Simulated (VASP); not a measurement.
These are PBEsol GGA, VASP's PBE PAW potentials (set 64) (plane waves; VASP 6.6.1) values and carry that method's errors.

The input files of a VASP run:

**POSCAR**
```
C
1
    0.0000000000     1.7424402876     1.7424402876
    1.7424402876     0.0000000000     1.7424402876
    1.7424402876     1.7424402876     0.0000000000
C
2
Direct
  0.0000000000   0.0000000000   0.0000000000
  0.2500000000   0.2500000000   0.2500000000
```

File KPOINTS:
```
Regular mesh
0
gamma
13 13 13
```

**INCAR**
```
! general
SYSTEM  = C
PREC    = Accurate
ENCUT   = 620
LREAL   = .False.
LASPH   = .True.

! electronic loop
EDIFF   = 1E-6
NELM    = 100
ALGO    = Normal

! smearing
ISMEAR  = 0
SIGMA   = 0.05

! functional
GGA     = PS

! ions
IBRION  = 2
NSW     = 40
ISIF    = 3
EDIFFG  = -0.02
PSTRESS = 450

! output
LWAVE   = .False.
LCHARG  = .False.
```

POTCAR, in this order: C (PBE.64 set). Program: vasp_std.

Energy and stress use the plane-wave basis of the starting cell.

**Question.** What does the run give for the energy per atom (σ→0), volume per atom?

**Answer.** 
* **energy per atom (σ→0)**: -9.566 eV/atom
* **volume per atom**: 5.16 Å³/atom

OSZICAR:
```
...
       N       E                     dE             d eps       ncg     rms          rms(c)
DAV:   1    -0.191427067290E+02   -0.18751E+00   -0.65457E-01  1456   0.859E+00    0.767E-01
DAV:   2    -0.191355609948E+02    0.71457E-02   -0.61095E-03  1416   0.787E-01    0.400E-01
DAV:   3    -0.191327553841E+02    0.28056E-02   -0.59409E-03  1416   0.622E-01    0.605E-02
DAV:   4    -0.191327469272E+02    0.84569E-05   -0.12394E-05  1360   0.501E-02    0.485E-02
DAV:   5    -0.191327328767E+02    0.14051E-04   -0.19337E-06  1672   0.213E-02    0.314E-03
DAV:   6    -0.191327326764E+02    0.20027E-06   -0.21761E-08   680   0.194E-03
   3 F= -.16235909E+02 E0= -.16235909E+02  d E =-.129431E-01
```

The compound is C in the diamond structure. This run relaxes it under an external pressure of 45 GPa. Symmetry was kept, so distortions that lower it aren't found.
